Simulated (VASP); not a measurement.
Method: LDA (Ceperley-Alder, Perdew-Zunger), VASP's LDA PAW potentials (set 64) (plane waves; VASP 6.6.1).

A VASP calculation is set up with these files.

File POSCAR:
```
TiSi2
6.79240
  0.2611380366  -1.0000000000   0.0000000000
  0.2611380366   1.0000000000   0.0000000000
  0.0000000000   0.0000000000   0.5274481774
Ti Si
2 4
Cart
  0.2611380366  -0.7937600000   0.3955861330
  0.2611380366   0.7937600000   0.1318620443
  0.2611380366  -0.1165000000   0.3955861330
  0.2611380366   0.1165000000   0.1318620443
  0.2611380366   0.5006200000   0.3955861330
  0.2611380366  -0.5006200000   0.1318620443
```

### INCAR
```
! general
SYSTEM  = TiSi2
PREC    = Accurate
ENCUT   = 210
LREAL   = .False.
LASPH   = .True.

! electronic loop
EDIFF   = 1E-6
NELM    = 100
ALGO    = Normal
LMAXMIX = 4

! smearing
ISMEAR  = 0
SIGMA   = 0.1

! ions
ISIF    = 2

! output
LWAVE   = .False.
LCHARG  = .False.
```

KPOINTS:
```
Automatic
0
G
  9 9 8
0 0 0
```

POTCAR, in this order: Ti_sv Si (LDA.64 set). Program: vasp_std.

At this cut-off the stress carries a Pulay error, which pulls relaxed volumes low.

Problem. Predict the energy per atom (σ→0), pressure, largest force, band gap (on the k-mesh).

Solution. 
energy per atom (σ→0): -719.1 kJ/mol-atom
band gap (on the k-mesh): none (metal, semimetal or under 0.01 eV)
pressure: -18.09 GPa
largest force: 0.085 eV/Å

OSZICAR:
```
...
DAV:   8    -0.447213942066E+02    0.14316E+00   -0.14682E+00  8000   0.794E+00    0.873E-01
DAV:   9    -0.447193782268E+02    0.20160E-02   -0.89385E-02  8560   0.191E+00    0.576E-01
DAV:  10    -0.447197099092E+02   -0.33168E-03   -0.81400E-03  8528   0.621E-01    0.191E-01
DAV:  11    -0.447196812855E+02    0.28624E-04   -0.13989E-03  8008   0.200E-01    0.322E-02
DAV:  12    -0.447196657963E+02    0.15489E-04   -0.23228E-04  8016   0.893E-02    0.107E-02
DAV:  13    -0.447196640440E+02    0.17524E-05   -0.58827E-06  6760   0.184E-02    0.284E-03
DAV:  14    -0.447196638797E+02    0.16425E-06   -0.25623E-06  6144   0.109E-02
   1 F= -.44719664E+02 E0= -.44716141E+02  d E =-.704566E-02
```

The structure comes from a computed database's TiSi2 entry; how it stands against other phases isn't given here. The cell was not relaxed at this level. The run is one of a series of settings (ENCUT = 210 against the base run), some of them coarse on purpose.
